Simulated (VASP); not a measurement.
# Tl2Ga3 (P1) in VASP: single point with PBE

Aim: the single point of Tl2Ga3 with PBE.

All numbers are computed with VASP 6.6.1; they aren't measurements. Logs are shortened: lines on timing, memory, paths and dates and some standing lists are left out, and cuts for length are marked.

## (1) The crystal as given

The typed cell holds 10 atoms: a = 6.222 Å, b = 6.349 Å, c = 6.391 Å, α = 91.79°, β = 88.85°, γ = 88.48°.

The cell was built by a generator and needn't be a form met in nature.

## (2) Single point, PBE

INCAR

```
SYSTEM = Tl2Ga3
ALGO     = Fast           ! electronic algorithm
EDIFF    = 1E-6           ! SCF threshold, eV
ENCUT    = 520            ! plane-wave cutoff, eV
GGA      = PE             ! functional
ISIF     = 2              ! what is computed and relaxed
ISMEAR   = -1             ! smearing method
LASPH    = .True.         ! aspherical terms in the spheres
LCHARG   = .True.         ! write CHGCAR
LELF     = .True.         ! ELF
LREAL    = .False.        ! projectors in reciprocal space
LVHAR    = .True.       
LWAVE    = .False.        ! write WAVECAR
NBANDS   = 76             ! bands
NELM     = 100            ! most SCF steps
PREC     = Accurate       ! precision mode
SIGMA    = 0.1            ! smearing width, eV
```

KPOINTS

```
Automatic mesh
0
Gamma
  3 3 3
  0.5 0 0.5
```

POSCAR

```
Tl2Ga3
1.0
    6.2210450000      0.0837700000      0.0639200000
    0.0837700000      6.3471920000     -0.1001790000
    0.0639200000     -0.1001790000      6.3900880000
Ga Tl
6 4
Direct
    0.0172740000      0.5052310000      0.4659910000
    0.9901920000      0.5191950000      0.0057670000
    0.4976560000      0.9892740000      0.4917970000
    0.9744780000      0.9960130000      0.4963830000
    0.5048720000      0.9890510000      0.0034530000
    0.5081450000      0.4885700000      0.9938410000
    0.2627890000      0.2662400000      0.2470410000
    0.2403460000      0.7299720000      0.7419250000
    0.7519870000      0.7279810000      0.2359390000
    0.7431460000      0.2563340000      0.7445540000
```

Potentials or basis: VASP PAW PBE potentials, release 64 (Ga_d, Tl_d).

On the command line:

```console
cat potpaw_PBE.64/Ga_d/POTCAR potpaw_PBE.64/Tl_d/POTCAR > POTCAR
mpirun -np 1 vasp_std > vasp.out
```

OUTCAR:

```text
SYSTEM = Tl2Ga3
   EDIFF = 1E-6
   ENCUT = 520
   GGA = PE
   ISIF = 2
   ISMEAR = -1
   LASPH = .True.
   LREAL = .False.
   NELM = 100
   PREC = Accurate

 ion  position               nearest neighbor table
   1  0.017  0.505  0.466-   7 2.50   9 2.64   8 2.67  10 2.96
   2  0.990  0.519  0.006-   9 2.41   8 2.68   7 2.82  10 2.83
   3  0.498  0.989  0.492-   9 2.74   7 2.79  10 2.81   8 2.83
   4  0.974  0.996  0.496-  10 2.63   9 2.76   8 2.86   7 2.99
   5  0.505  0.989  0.003-   7 2.72   9 2.73  10 2.83   8 2.88
   6  0.508  0.489  0.994-  10 2.55   9 2.66   7 2.66   8 2.80
   7  0.263  0.266  0.247-   1 2.50   6 2.66   5 2.72   3 2.79   2 2.82   4 2.99
   8  0.240  0.730  0.742-   1 2.67   2 2.68   6 2.80   3 2.83   4 2.86   5 2.88
   9  0.752  0.728  0.236-   2 2.41   1 2.64   6 2.66   5 2.73   3 2.74   4 2.76
  10  0.743  0.256  0.745-   6 2.55   4 2.63   3 2.81   2 2.83   5 2.83   1 2.96

  LATTYP: Found a triclinic cell.
 ALAT       =     8.8297467158
 B/A-ratio  =     0.7046563763
 C/A-ratio  =     1.0360844627
 COS(alpha) =     0.0043697078
 COS(beta)  =     0.5244852138
 COS(gamma) =     0.6901361949

  Lattice vectors:

 A1 = (  -6.1571250000,  -0.1839490000,   6.3261680000)
 A2 = (  -6.2210450000,  -0.0837700000,  -0.0639200000)
 A3 = (  -0.0198500000,  -6.4473710000,   6.4902670000)

Analysis of symmetry for initial positions (statically):
=====================================================================
 Subroutine PRICEL returns:
 Original cell was already a primitive cell.

 Routine SETGRP: Setting up the symmetry group for a
 triclinic supercell.

 Subroutine GETGRP returns: Found  1 space group operations
 (whereof  1 operations were pure point group operations)
 out of a pool of  2 trial point group operations.

The static configuration has the point symmetry C_1 .

Analysis of symmetry for dynamics (positions and initial velocities):
=====================================================================
 Subroutine PRICEL returns:
 Original cell was already a primitive cell.

 Routine SETGRP: Setting up the symmetry group for a
 triclinic supercell.

 Subroutine GETGRP returns: Found  1 space group operations
 (whereof  1 operations were pure point group operations)
 out of a pool of  2 trial point group operations.

The dynamic configuration has the point symmetry C_1 .

 Subroutine INISYM returns: Found  1 space group operations
 (whereof  1 operations are pure point group operations),
 and found     1 'primitive' translations

----------------------------------------------------------------------------------------

                                     Primitive cell

  volume of cell :     252.1858

  direct lattice vectors                    reciprocal lattice vectors
     6.221045000  0.083770000  0.063920000     0.160790494 -0.002148024 -0.001642061
     0.083770000  6.347192000 -0.100179000    -0.002148024  0.157617673  0.002492498
     0.063920000 -0.100179000  6.390088000    -0.001642061  0.002492498  0.156547869

  length of vectors
     6.221937325  6.348535227  6.391192866     0.160813225  0.157652014  0.156576320

  position of ions in fractional coordinates (direct lattice)
     0.017274000  0.505231000  0.465991000
     0.990192000  0.519195000  0.005767000
     0.497656000  0.989274000  0.491797000
     0.974478000  0.996013000  0.496383000
     0.504872000  0.989051000  0.003453000
     0.508145000  0.488570000  0.993841000
     0.262789000  0.266240000  0.247041000
     0.240346000  0.729972000  0.741925000
     0.751987000  0.727981000  0.235939000
     0.743146000  0.256334000  0.744554000

  ion indices of the primitive-cell ions
   primitive index   ion index
                 1           1
                 2           2
                 3           3
                 4           4
                 5           5
                 6           6
                 7           7
                 8           8
                 9           9
                10          10

----------------------------------------------------------------------------------------

 KPOINTS: Automatic mesh

Automatic generation of k-mesh.
 Grid dimensions read from file:
 generate k-points for:    3    3    3

 Generating k-lattice:

  Cartesian coordinates                     Fractional coordinates (reciprocal lattice)
     0.053596831 -0.000716008 -0.000547354     0.333333333  0.000000000  0.000000000
    -0.000716008  0.052539224  0.000830833     0.000000000  0.333333333 -0.000000000
    -0.000547354  0.000830833  0.052182623     0.000000000  0.000000000  0.333333333

  Length of vectors
     0.053604408  0.052550671  0.052192107

  Shift w.r.t. Gamma in fractional coordinates (k-lattice)
     0.500000000  0.000000000  0.500000000

 Subroutine IBZKPT returns following result:
 ===========================================

 Found     14 irreducible k-points:

 Following reciprocal coordinates:
            Coordinates               Weight
  0.166667 -0.000000  0.166667      2.000000
  0.500000  0.000000  0.166667      2.000000
 -0.166667  0.000000  0.166667      2.000000
  0.166667  0.333333  0.166667      2.000000
  0.500000  0.333333  0.166667      2.000000
 -0.166667  0.333333  0.166667      2.000000
  0.166667 -0.333333  0.166667      2.000000
  0.500000 -0.333333  0.166667      2.000000
 -0.166667 -0.333333  0.166667      2.000000
  0.166667 -0.000000  0.500000      2.000000
  0.500000  0.000000  0.500000      1.000000
  0.166667  0.333333  0.500000      2.000000
  0.500000  0.333333  0.500000      2.000000
 -0.166667  0.333333  0.500000      2.000000
   k-points           NKPTS =     14   k-points in BZ     NKDIM =     14   number of bands    NBANDS=     76
   number of dos      NEDOS =    301   number of ions     NIONS =     10
   total plane-waves  NPLWV = 110592
   dimension x,y,z NGX =    48 NGY =   48 NGZ =   48
   dimension x,y,z NGXF=    96 NGYF=   96 NGZF=   96
   ions per type =               6   4
   NGX,Y,Z   is equivalent  to a cutoff of  12.83, 12.57, 12.49 a.u.
   NGXF,Y,Z  is equivalent  to a cutoff of  25.65, 25.14, 24.97 a.u.
 SYSTEM =  Tl2Ga3
   PREC   = accura    normal or accurate (medium, high low for compatibility)
   ISTART =      0    job   : 0-new  1-cont  2-samecut
   ICHARG =      2    charge: 1-file 2-atom 10-const
   ISPIN  =      1    spin polarized calculation?
   LNONCOLLINEAR =      F non collinear calculations
   LSORBIT =      F    spin-orbit coupling
   LASPH  =      T    aspherical Exc in radial PAW
   ENCUT  =  520.0 eV  38.22 Ry    6.18 a.u.  11.57 11.80 11.88*2*pi/ulx,y,z
   NELM   =    100;   NELMIN=  2; NELMDL= -5     # of ELM steps
   EDIFF  = 0.1E-05   stopping-criterion for ELM
   LREAL  =      F    real-space projection
   EDIFFG = 0.1E-04   stopping-criterion for IOM
   NSW    =      0    number of steps for IOM
   IBRION =     -1    ionic relax: 0-MD 1-quasi-New 2-CG
   NFREE  =      0    steps in history (QN), initial steepest desc. (CG)
   ISIF   =      2    stress and relaxation
   ISYM   =      2    0-nonsym 1-usesym 2-fastsym
   POTIM  = 0.5000    time-step for ionic-motion
   TEBEG  =    0.0;   TEEND  =   0.0 temperature during run
   PSTRESS=    0.0 pullay stress
   NELECT =     130.0000    total number of electrons
   NUPDOWN=      -1.0000    fix difference up-down
   EMIN   =  10.00;   EMAX   =-10.00  energy-range for DOS
   EFERMI =   0.00;   METHOD = LEGACY
   ISMEAR =    -1;   SIGMA  =   0.10  broadening in eV -4-tet -1-fermi 0-gaus
   EFERMI_NEDOS =   21; number of points for ismear=-14 and -15
   IALGO  =     68    algorithm
   IMIX   =      4    mixing-type and parameters
     AMIX     =   0.40;   BMIX     =  1.00
     AMIX_MAG =   1.60;   BMIX_MAG =  1.00
  volume/ion in A,a.u.               =      25.22       170.18
  Fermi-wavevector in a.u.,A,eV,Ry     =   1.312650  2.480550 23.443533  1.723051
  Thomas-Fermi vector in A             =   2.443028
   LORBIT       =      0    0 simple, 1 ext, 2 COOP (PROOUT), +10 PAW based schemes
   GGA     = PE    functional components
   LHFCALC =     F    Hartree Fock is set to
   AEXX    =    0.0000 exact exchange contribution
   IVDW    =     0    specifies the selected vdW correction
   LEPSILON=     F    determine dielectric tensor
   LRPA    =     F    only Hartree local field effects (RPA)
 non-spin polarized calculation
 RMM-DIIS sequential band-by-band and
  energy-cutoff  :      520.00
  volume of cell :      252.19
 maximum number of plane-waves:      6802
 NGX is ok and might be reduce to    48
   NGX = 23   NGY = 23   NGZ = 23

 number of electron     129.9999996 magnetization

 Free energy of the ion-electron system (eV)
  ---------------------------------------------------
  ext. energy  EPLUGINS =         0.00000000
  ---------------------------------------------------
  free energy    TOTEN  =       -21.69183925 eV

  energy without entropy =      -21.52200165  energy(sigma->0) =      -21.60692045

 E-fermi :   5.0362     XC(G=0):  -9.8074

 val. band max:        5.0265376180   @ k =   0.1667   0.3333   0.5000
 cond. band min:       5.0514439473   @ k =   0.1667   0.3333   0.1667
 fundamental gap:      0.0249063293
 Fermi energy:         5.0361847845

 k-point     1 :       0.1667   -0.0000    0.1667
  band No.  band energies     occupation
      1     -10.3782      2.00000
      2     -10.2957      2.00000
      3     -10.2647      2.00000
      4     -10.2223      2.00000
      5     -10.2080      2.00000
      6     -10.1281      2.00000
[... 68 lines left out ...]
     75       9.0880      0.00000
     76      10.2321      0.00000

 k-point     2 :       0.5000    0.0000    0.1667
  band No.  band energies     occupation
      1     -10.3744      2.00000
      2     -10.2814      2.00000
      3     -10.2583      2.00000
      4     -10.2175      2.00000
      5     -10.1947      2.00000
      6     -10.1265      2.00000
[... 940 lines left out ...]
 k-point    14 :      -0.1667    0.3333    0.5000
  band No.  band energies     occupation
      1     -10.3754      2.00000
      2     -10.2850      2.00000
      3     -10.2618      2.00000
      4     -10.2162      2.00000
      5     -10.1986      2.00000
      6     -10.1233      2.00000
[... 68 lines left out ...]
     75       9.2946      0.00000
     76       9.5776      0.00000

------------------------ aborting loop because EDIFF is reached ----------------------------------------

  FORCE on cell =-STRESS in cart. coord.  units (eV):
  Direction    XX          YY          ZZ          XY          YZ          ZX
  --------------------------------------------------------------------------------------
  -------------------------------------------------------------------------------------
  Total       12.1999943     13.3281655     12.8140081     -4.5090973      4.7823713     -3.7259142
  in kB       77.5085439     84.6759987     81.4094735    -28.6470274     30.3831814    -23.6713380
  external PRESSURE =      81.1980054 kB  Pullay stress =       0.0000000 kB

 VOLUME and BASIS-vectors are now :
 -----------------------------------------------------------------------------
  energy-cutoff  :      520.00
  volume of cell :      252.19
      direct lattice vectors                 reciprocal lattice vectors
     6.221045000  0.083770000  0.063920000     0.160790494 -0.002148024 -0.001642061
     0.083770000  6.347192000 -0.100179000    -0.002148024  0.157617673  0.002492498
     0.063920000 -0.100179000  6.390088000    -0.001642061  0.002492498  0.156547869

 POSITION                                       TOTAL-FORCE (eV/Angst)
 -----------------------------------------------------------------------------------
      0.17957      3.16156      2.92821        -0.793010      0.039734      1.078977
      6.20389      3.37780      0.04813         1.203430     -1.445126     -1.319501
      3.21025      6.27153      3.07533        -0.293028     -0.029286      0.139805
      6.17744      6.35379      3.13444         0.671593     -0.019982     -0.314337
      3.22390      6.31964     -0.04475        -0.059850     -0.083775     -0.382904
      3.26565      3.04405      6.33427        -0.691446      0.422320      0.036118
      1.67292      1.68714      1.56874         0.345322     -0.987825     -0.128746
      1.60378      4.57908      4.68320         0.521066      0.578170     -0.008515
      4.75421      4.65999      1.48281        -1.361891      1.577941      1.333731
      4.69221      1.61467      4.77959         0.457814     -0.052171     -0.434629
 -----------------------------------------------------------------------------------
    total drift:                               -0.000081     -0.001258     -0.000163

  FREE ENERGIE OF THE ION-ELECTRON SYSTEM (eV)
  ---------------------------------------------------
  free  energy   TOTEN  =       -21.6918392527 eV

  energy  without entropy=      -21.5220016505  energy(sigma->0) =      -21.60692045
```

Wall time 4.4 min (1 thread of Intel Xeon Platinum 8488C (Sapphire Rapids), shared host); peak memory 0.42 GiB.

Results:

```yaml
Free_energy: -21.6918 eV
Pressure: 8.1 GPa
Largest_force: 2.475 eV/Å
Band_gap_on_the_k_mesh: none (metal or under the smearing width)
```

Forces on the atoms (eV/Å):
```
Ga  -0.793  0.040  1.079
Ga   1.203 -1.445 -1.320
Ga  -0.293 -0.029  0.140
Ga   0.672 -0.020 -0.314
Ga  -0.060 -0.084 -0.383
Ga  -0.691  0.422  0.036
Tl   0.345 -0.988 -0.129
Tl   0.521  0.578 -0.009
Tl  -1.362  1.578  1.334
Tl   0.458 -0.052 -0.435
```

Stress tensor (GPa, compression positive):
```
 7.75 -2.86 -2.37
-2.86  8.47  3.04
-2.37  3.04  8.14
```

Caveat: forces of over 1 eV/Å show positions far from the minimum, so gaps and moduli don't describe the material at rest. The run has no spin-orbit coupling, so splittings on Tl are missing.
